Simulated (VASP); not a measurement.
```
CELL_PARAMETERS angstrom
      1.78450    -3.09085     0.00000
      1.78450     3.09085     0.00000
      0.00000     0.00000     5.62691
ATOMIC_POSITIONS crystal
  Gd 0.33333 0.66667 0.25000
  Gd 0.66667 0.33333 0.75000
```

Level of theory: PBE GGA with D3 dispersion (Becke-Johnson damping), VASP's PBE PAW potentials (set 64) (plane waves; VASP). Settings: 520 eV cut-off, Gaussian smearing of 0.050 eV, potentials Gd_3.

The 4f electrons are frozen in the core of the lanthanide potential, so 4f levels, which can set the real gap, and their magnetism are missing.

Give the energies of bands 7 to 12 at the high-symmetry points, in eV from the Fermi level.

```csv
band,Γ,M,K,A,L,H
7,-4.82,-1.76,-1.12,-3.19,-1.96,-0.62
8,-2.19,-1.58,-0.55,-3.19,-1.96,-0.62
9,1.72,-1.12,-0.55,0.94,-0.09,-0.38
10,1.72,0.43,-0.27,0.94,-0.09,-0.38
11,1.72,1.40,1.16,1.63,2.06,0.74
12,2.03,1.65,1.16,1.63,2.06,0.74
```

It has no gap at this level: it comes out as a metal or semimetal.

The compound is Gd in the hcp structure. It was relaxed first, which changed the volume by -6 %.
